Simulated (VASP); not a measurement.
Method: PW91 GGA, VASP's PBE PAW potentials (set 64) (plane waves; VASP 6.6.1).

The input files of a VASP run:

**KPOINTS**
```
Automatic mesh
0
Gamma
16 16 16
0 0 0
```

**POSCAR**
```
Fe
1.0
 -1.4350000000   1.4350000000   1.4350000000
  1.4350000000  -1.4350000000   1.4350000000
  1.4350000000   1.4350000000  -1.4350000000
Fe
1
Cartesian
  0.0000000000   0.0000000000   0.0000000000
```

INCAR:
```
! general
SYSTEM =Fe
PREC   =Accurate
ENCUT  =520
LREAL  =F
LASPH  =T

! electronic loop
EDIFF  =1E-6
NELM   =100
ALGO   =Normal
LMAXMIX=4

! smearing
ISMEAR =1
SIGMA  =0.1

! functional
GGA    =91

! spin
ISPIN  =2
MAGMOM =2.5

! ions
IBRION =2
NSW    =60
ISIF   =3
EDIFFG =-0.01

! output
LWAVE  =F
LCHARG =F
LORBIT =10
```

POTCAR, in this order: Fe (PBE.64 set). Program: vasp_std.

Output of the run:

**OUTCAR**
```
 ion  position               nearest neighbor table
   1  0.000  0.000  0.000-
  LATTYP: Found a body centered cubic cell.
 ALAT       =     2.8700000000
 Subroutine PRICEL returns:
 Original cell was already a primitive cell.
 Subroutine GETGRP returns: Found 48 space group operations
The static configuration has the point symmetry O_h .
The dynamic configuration has the point symmetry O_h .
The overall configuration has the point symmetry O_h .
 Subroutine INISYM returns: Found 48 space group operations
 Subroutine IBZKPT returns following result:
 Found    145 irreducible k-points:

 Following reciprocal coordinates:
            Coordinates               Weight
  0.000000  0.000000  0.000000      1.000000
  0.062500  0.000000  0.000000     12.000000
  0.125000  0.000000  0.000000     12.000000
  0.187500  0.000000  0.000000     12.000000
  0.250000  0.000000  0.000000     12.000000
  0.312500  0.000000  0.000000     12.000000
  0.375000  0.000000  0.000000     12.000000
  0.437500  0.000000  0.000000     12.000000
  0.500000  0.000000  0.000000      6.000000
  0.062500  0.062500  0.000000     24.000000
  0.125000  0.062500 -0.000000     48.000000
  0.187500  0.062500  0.000000     48.000000
  0.250000  0.062500 -0.000000     48.000000
  0.312500  0.062500 -0.000000     48.000000
  0.375000  0.062500 -0.000000     48.000000
  0.437500  0.062500  0.000000     48.000000
  0.125000  0.125000  0.000000     24.000000
  0.187500  0.125000 -0.000000     48.000000
  0.250000  0.125000 -0.000000     48.000000
  0.312500  0.125000 -0.000000     48.000000
  0.375000  0.125000  0.000000     48.000000
  0.437500  0.125000  0.000000     24.000000
  0.187500  0.187500  0.000000     24.000000
  0.250000  0.187500 -0.000000     48.000000
...
```

File OSZICAR:
```
       N       E                     dE             d eps       ncg     rms          rms(c)
DAV:   1     0.158174602355E+02    0.15817E+02   -0.40755E+03  5412   0.106E+03
DAV:   2    -0.883528356118E+01   -0.24653E+02   -0.23137E+02  5256   0.127E+02
DAV:   3    -0.914811048122E+01   -0.31283E+00   -0.31200E+00  5910   0.198E+01
DAV:   4    -0.914954097108E+01   -0.14305E-02   -0.14304E-02  5768   0.127E+00
DAV:   5    -0.914955432233E+01   -0.13351E-04   -0.13351E-04  5633   0.107E-01    0.107E+01
DAV:   6    -0.824661792071E+01    0.90294E+00   -0.13581E+01  5504   0.582E+01    0.570E+00
DAV:   7    -0.815104718211E+01    0.95571E-01   -0.99471E-01  5501   0.153E+01    0.317E+00
DAV:   8    -0.814696377740E+01    0.40834E-02   -0.71152E-03  6398   0.714E-01    0.141E+00
DAV:   9    -0.814103095632E+01    0.59328E-02   -0.11859E-02  6576   0.942E-01    0.406E-01
DAV:  10    -0.814124352313E+01   -0.21257E-03   -0.15765E-04  5585   0.180E-01    0.210E-01
DAV:  11    -0.814135182170E+01   -0.10830E-03   -0.34660E-04  6454   0.206E-01    0.472E-02
DAV:  12    -0.814134544762E+01    0.63741E-05   -0.72722E-06  5259   0.294E-02    0.221E-02
DAV:  13    -0.814134528657E+01    0.16105E-06   -0.20821E-06  2680   0.173E-02
   1 F= -.81413453E+01 E0= -.81414185E+01  d E =-.814135E+01  mag=     2.2621
       N       E                     dE             d eps       ncg     rms          rms(c)
DAV:   1    -0.857479254967E+01   -0.43345E+00   -0.93098E+00  5442   0.527E+01    0.638E+00
DAV:   2    -0.818054514261E+01    0.39425E+00   -0.39051E+00  5478   0.308E+01    0.495E+00
DAV:   3    -0.815463802800E+01    0.25907E-01   -0.19213E-01  5574   0.705E+00    0.197E+00
DAV:   4    -0.815068064593E+01    0.39574E-02   -0.20031E-03  5506   0.652E-01    0.394E-01
DAV:   5    -0.814734579582E+01    0.33349E-02   -0.55525E-03  5866   0.636E-01    0.699E-02
DAV:   6    -0.814738008823E+01   -0.34292E-04   -0.12570E-04  5524   0.143E-01    0.352E-02
DAV:   7    -0.814738034456E+01   -0.25633E-06   -0.11838E-05  5510   0.608E-02    0.190E-02
DAV:   8    -0.814737947338E+01    0.87118E-06   -0.11955E-06  4919   0.177E-02
   2 F= -.81473795E+01 E0= -.81472680E+01  d E =-.603419E-02  mag=     2.0883
       N       E                     dE             d eps       ncg     rms          rms(c)
DAV:   1    -0.822034535826E+01   -0.72965E-01   -0.15134E+00  5426   0.221E+01    0.253E+00
DAV:   2    -0.816050322213E+01    0.59842E-01   -0.73032E-01  5467   0.126E+01    0.217E+00
DAV:   3    -0.815386097128E+01    0.66423E-02   -0.45092E-02  5544   0.339E+00    0.800E-01
DAV:   4    -0.815321177614E+01    0.64920E-03   -0.49395E-04  5594   0.374E-01    0.184E-01
DAV:   5    -0.815265587065E+01    0.55591E-03   -0.84084E-04  5453   0.318E-01    0.282E-02
DAV:   6    -0.815266233190E+01   -0.64612E-05   -0.13907E-05  5392   0.522E-02    0.162E-02
DAV:   7    -0.815266367986E+01   -0.13480E-05   -0.94438E-07  3735   0.156E-02    0.655E-03
DAV:   8    -0.815266435358E+01   -0.67371E-06   -0.56670E-07  2622   0.939E-03
   3 F= -.81526644E+01 E0= -.81526252E+01  d E =-.113191E-01  mag=     2.1451
```

File OUTCAR:
```
------------------------ aborting loop because EDIFF is reached ----------------------------------------
  FORCE on cell =-STRESS in cart. coord.  units (eV):
  Direction    XX          YY          ZZ          XY          YZ          ZX
  --------------------------------------------------------------------------------------
  Total       -0.0063805     -0.0063805     -0.0063805     -0.0000000      0.0000000     -0.0000000
  in kB       -0.9039266     -0.9039266     -0.9039266     -0.0000000      0.0000000     -0.0000000
  external PRESSURE =      -0.9039266 kB  Pullay stress =       0.0000000 kB
  volume of cell :       11.31
      direct lattice vectors                 reciprocal lattice vectors
    -1.414024951  1.414024951  1.414024951     0.000000000  0.353600550  0.353600550
     1.414024951 -1.414024951  1.414024951     0.353600550  0.000000000  0.353600550
     1.414024951  1.414024951 -1.414024951     0.353600550  0.353600550  0.000000000
 POSITION                                       TOTAL-FORCE (eV/Angst)
 -----------------------------------------------------------------------------------
      0.00000      0.00000     -0.00000         0.000000      0.000000      0.000000
 -----------------------------------------------------------------------------------
    total drift:                               -0.000000     -0.000000     -0.000000
  FREE ENERGIE OF THE ION-ELECTRON SYSTEM (eV)
  ---------------------------------------------------
  free  energy   TOTEN  =        -8.1526643536 eV

  energy  without entropy=       -8.1525469762  energy(sigma->0) =       -8.15262523

 total charge

# of ion       s       p       d       tot
------------------------------------------
    1        0.488   0.539   6.260   7.287

 magnetization (x)

# of ion       s       p       d       tot
------------------------------------------
    1       -0.012  -0.047   2.197   2.138

 reached required accuracy - stopping structural energy minimisation
```
(Selected blocks of OUTCAR.)

**CONTCAR**
```
Fe
   1.00000000000000
    -1.4140249513627903    1.4140249513627903    1.4140249513627903
     1.4140249513627903   -1.4140249513627903    1.4140249513627903
     1.4140249513627903    1.4140249513627903   -1.4140249513627903
  Fe
     1
Direct
     0.0000000000000000    0.0000000000000000    0.0000000000000000
```

Energy and stress use the plane-wave basis of the starting cell.

The compound is Fe in the bcc structure. This run relaxes it. Symmetry was kept, so distortions that lower it aren't found.
